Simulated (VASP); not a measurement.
Input:

```xyz
2
Lattice="1.5175 -2.6045 0.0000 1.5175 2.6045 0.0000 0.0000 0.0000 4.5527" Properties=species:S:1:pos:R:3 pbc="T T T"
Ti     1.5175     0.8682     1.1382
Ti     1.5385    -0.8682     3.4146
```

These are PBE GGA, VASP's PBE PAW potentials (set 64) (plane waves; VASP) values and carry that method's errors. Numerical set-up: 400 eV cut-off, 12×12×7 Γ-centred mesh, tetrahedra, potentials Ti_sv.

**Question.** Give the stress tensor in GPa (positive for a compressed cell).

**Answer.** 
```
-6.44  -0.29   0.00
-0.29  -5.51   0.00
 0.00   0.00  -0.96
```
The pressure is its mean diagonal, -4.30 GPa.

The compound is Ti in the hcp structure. The cell was not relaxed at this level, atoms are displaced from their ideal sites. The run is one of a series of settings (ISMEAR = -4, SIGMA removed against the base run), some of them coarse on purpose.
